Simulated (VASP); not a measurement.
Given:

```yaml
crystal:
  lattice:
    - [-1.59473, 1.59473, 3.91705]
    - [1.59473, -1.59473, 3.91705]
    - [1.59473, 1.59473, -3.91705]
  atoms:
    - { symbol: Si, position: [0.66544, 0.66544, 0.00000] }
    - { symbol: Si, position: [0.33456, 0.33456, 0.00000] }
    - { symbol: Mo, position: [0.00000, 0.00000, 0.00000] }
```

Method: revTPSS meta-GGA, VASP's PBE PAW potentials (set 64) (plane waves; VASP). Settings: 520 eV cut-off, 15×15×15 Γ-centred mesh, tetrahedra with Blöchl corrections, potentials Si Mo_sv.

Question: Give the energies of bands 6 to 14 at the high-symmetry points, in eV from the Fermi level.

Answer: 
| band | Γ | X | P | N | M | S | R |
|---|---|---|---|---|---|---|---|
| 6 | -6.48 | -6.82 | -6.38 | -9.59 | -10.16 | -9.03 | -7.92 |
| 7 | -3.44 | -5.75 | -6.38 | -5.02 | -3.64 | -6.87 | -5.64 |
| 8 | -3.14 | -5.21 | -6.21 | -4.55 | -2.25 | -2.84 | -4.50 |
| 9 | -2.66 | -4.50 | -2.77 | -2.64 | -0.60 | -2.50 | -3.84 |
| 10 | -2.66 | -3.15 | -2.13 | -2.60 | -0.60 | -2.35 | -3.02 |
| 11 | 0.39 | -1.24 | -2.13 | -0.54 | -0.46 | -0.44 | -1.82 |
| 12 | 2.96 | 2.42 | 0.34 | 2.36 | -0.46 | 1.55 | 1.83 |
| 13 | 3.25 | 2.83 | 2.42 | 3.13 | 0.53 | 3.00 | 2.03 |
| 14 | 3.61 | 3.16 | 3.96 | 4.19 | 4.78 | 3.63 | 2.69 |

It has no gap at this level: it comes out as a metal or semimetal.

The compound is MoSi2 in the MoSi2 type structure. It was relaxed first.
